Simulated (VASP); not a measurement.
## Na6BN: single point with PBE

Crystal: Na6BN.

```
CELL_PARAMETERS angstrom
0.00000 5.01586 5.01586
5.01586 0.00000 5.01586
5.01586 5.01586 0.00000
ATOMIC_POSITIONS crystal
Na 0.73459 0.26541 0.73459
Na 0.26541 0.26541 0.73459
Na 0.26541 0.73459 0.26541
Na 0.26541 0.73459 0.73459
Na 0.73459 0.26541 0.26541
Na 0.73459 0.73459 0.26541
B 0.00000 0.00000 0.00000
N 0.50000 0.50000 0.50000
```

The cell was built by a generator and needn't be a form met in nature.

The cell isn't the ideal one: species swapped into the ZrCrF6 type (Fm-3m, No. 225).

* Program: VASP 6.6.1
* Task: single point
* Functional: PBE
* Potentials or basis: VASP PAW PBE potentials, release 64 (Na_pv, B, N)
* Cutoff: 520 eV
* k mesh: 8 × 8 × 8
* Occupations: gaussian, width 0.1 eV
* Spin: no spin polarisation

The pressure is 0.0 GPa. The largest force is 0.021 eV/Å and the band gap on the k mesh is none (metal or under the smearing width).

Forces on the atoms (eV/Å):
```
Na   0.000  0.021  0.000
Na   0.000  0.000 -0.021
Na   0.000 -0.021  0.000
Na   0.021  0.000  0.000
Na  -0.021  0.000  0.000
Na   0.000  0.000  0.021
B    0.000  0.000  0.000
N    0.000  0.000  0.000
```

Levels at points of the mesh, in eV from the Fermi level:
```
           k point  band 21  band 22  band 23  band 24  band 25  band 26  band 27  band 28  band 29  band 30
(0.00, 0.00, 0.00)    -0.93    -0.93    -0.93    -0.37     0.14     0.14     0.14     2.30     2.30     2.30
(0.50, 0.00, 0.00)    -1.12    -0.94    -0.91    -0.91    -0.08    -0.08     1.17     1.99     3.02     3.02
(0.50, 0.50, 0.00)    -1.56    -1.14    -1.14    -0.03     0.08     0.08     1.20     1.34     2.28     3.37
```

Wall time 8.3 min on 1 thread of Intel(R) Xeon(R) Platinum 8559C (Emerald Rapids) (shared host), peak memory 0.52 GiB.
